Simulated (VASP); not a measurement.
All values below come from PBEsol GGA, VASP's PBE PAW potentials (set 64) (plane waves; VASP).

Input for VASP

POSCAR:
```
Zr(001) slab
1
    3.1813923337     0.0000000000     0.0000000000
   -1.5906961668     2.7551665270     0.0000000000
    0.0000000000     0.0000000000    25.2025272985
Zr
4
Direct
  0.6666670000   0.3333330000   0.4475849971
  0.3333330000   0.6666670000   0.3520972091
  0.6666670000   0.3333330000   0.6479027909
  0.3333330000   0.6666670000   0.5524150029
```

### KPOINTS
```
Automatic mesh
0
G
  10 10 1
```

**INCAR**
```
! general
SYSTEM  = Zr(001) slab
PREC    = Normal
ENCUT   = 400   ! plane-wave cut-off (eV)
LREAL   = F   ! projection in real space or not
LASPH   = T   ! aspherical one-centre terms

! electronic loop
EDIFF   = 1E-6   ! SCF stop (eV)
NELM    = 100   ! most electronic steps
NELMIN  = 4
ALGO    = Normal   ! blocked Davidson
LMAXMIX = 4   ! l cut-off of mixed one-centre charges

! smearing
ISMEAR  = 1   ! Methfessel-Paxton
SIGMA   = 0.1   ! width (eV)

! functional
GGA     = PS

! output
LWAVE   = F
LCHARG  = F
LORBIT  = 11   ! lm-projected
LVHAR   = T

! other
LDIPOL  = T
IDIPOL  = 3
DIPOL   = 0.5 0.5 0.5
```

POTCAR, in this order: Zr_sv (PBE.64 set). Program: vasp_std. Read from the step before: WAVECAR.

What VASP printed:

### OSZICAR
```
       N       E                     dE             d eps       ncg     rms          rms(c)
DAV:   1    -0.343588227865E+02   -0.34359E+02   -0.95706E-05   844   0.424E-02    0.213E-02
DAV:   2    -0.343590969753E+02   -0.27419E-03   -0.17496E-03  1024   0.194E-01    0.783E-02
DAV:   3    -0.343587941798E+02    0.30280E-03   -0.10258E-03  1060   0.155E-01    0.384E-03
DAV:   4    -0.343587988233E+02   -0.46435E-05   -0.49427E-05   840   0.190E-02    0.104E-03
DAV:   5    -0.343587993295E+02   -0.50620E-06   -0.52442E-06   760   0.457E-03
   1 F= -.34358799E+02 E0= -.34357729E+02  d E =-.321245E-02
```

**OUTCAR**
```
------------------------ aborting loop because EDIFF is reached ----------------------------------------
  FORCE on cell =-STRESS in cart. coord.  units (eV):
  Direction    XX          YY          ZZ          XY          YZ          ZX
  --------------------------------------------------------------------------------------
  Total       -0.9433967     -0.9433967     -0.1544076     -0.0000000      0.0000000      0.0000000
  in kB       -6.8421999     -6.8421996     -1.1198764     -0.0000000      0.0000000      0.0000000
  external PRESSURE =      -4.9347586 kB  Pullay stress =       0.0000000 kB
  volume of cell :      220.91
      direct lattice vectors                 reciprocal lattice vectors
     3.181392334  0.000000000  0.000000000     0.314327783  0.181477234  0.000000000
    -1.590696167  2.755166527  0.000000000     0.000000000  0.362954468  0.000000000
     0.000000000  0.000000000 25.202527299     0.000000000  0.000000000  0.039678560
 POSITION                                       TOTAL-FORCE (eV/Angst)
 -----------------------------------------------------------------------------------
      1.59070      0.91839     11.28027        -0.000000      0.000000      0.000228
     -0.00000      1.83678      8.87374        -0.000000      0.000000     -0.001126
      1.59070      0.91839     16.32879         0.000000      0.000000      0.001126
     -0.00000      1.83678     13.92225        -0.000000      0.000000     -0.000228
 -----------------------------------------------------------------------------------
    total drift:                                0.000000      0.000000      0.000000
  FREE ENERGIE OF THE ION-ELECTRON SYSTEM (eV)
  ---------------------------------------------------
  free  energy   TOTEN  =       -34.3587993295 eV

  energy  without entropy=      -34.3555868825  energy(sigma->0) =      -34.35772851

 total charge

# of ion       s       p       d       tot
------------------------------------------
    1        2.245   5.961   1.683   9.889
    2        2.254   5.930   1.678   9.862
    3        2.254   5.930   1.678   9.862
    4        2.245   5.961   1.683   9.889
--------------------------------------------------
tot          8.999  23.781   6.722  39.502
```
(Selected blocks of OUTCAR.)

File OUTCAR:
```
 val. band max:        1.2759664267   @ k =   0.3000   0.3000   0.0000

 cond. band min:       1.3353381956   @ k =   0.3000   0.1000   0.0000


 Fermi energy:         1.3126626064

 k-point     1 :       0.0000    0.0000    0.0000
  band No.  band energies     occupation
      1     -47.4887      2.00000
      2     -47.4868      2.00000
      3     -47.1194      2.00000
      4     -47.0529      2.00000
      5     -25.9355      2.00000
      6     -25.8146      2.00000
      7     -25.1889      2.00000
      8     -25.0949      2.00000
      9     -25.0949      2.00000
     10     -25.0932      2.00000
     11     -25.0932      2.00000
     12     -24.8312      2.00000
     13     -24.7661      2.00000
     14     -24.7661      2.00000
     15     -24.7091      2.00000
     16     -24.7091      2.00000
     17      -3.9756      2.00000
     18      -3.1173      2.00000
     19      -2.2014      2.00000
     20      -1.8196      2.00000
     21       0.9961      2.00007
     22       1.3394      0.56424
     23       1.9848     -0.00000
     24       2.0578     -0.00000
     25       2.0578     -0.00000
     26       2.1480     -0.00000
     27       2.1480     -0.00000
     28       2.2524     -0.00000

 k-point     2 :       0.1000    0.0000    0.0000
  band No.  band energies     occupation
      1     -47.4779      2.00000
      2     -47.4762      2.00000
      3     -47.1092      2.00000
      4     -47.0454      2.00000
      5     -25.9090      2.00000
      6     -25.8013      2.00000
      7     -25.2524      2.00000
      8     -25.1853      2.00000
      9     -25.1157      2.00000
     10     -25.1149      2.00000
     11     -25.1128      2.00000
     12     -24.8544      2.00000
     13     -24.8119      2.00000
     14     -24.7850      2.00000
     15     -24.7766      2.00000
     16     -24.7226      2.00000
     17      -3.6879      2.00000
     18      -2.8368      2.00000
     19      -1.9182      2.00000
     20      -1.5405      2.00000
...
```

The cell is a thin slab with vacuum, built from Zr (hcp): (001) face.
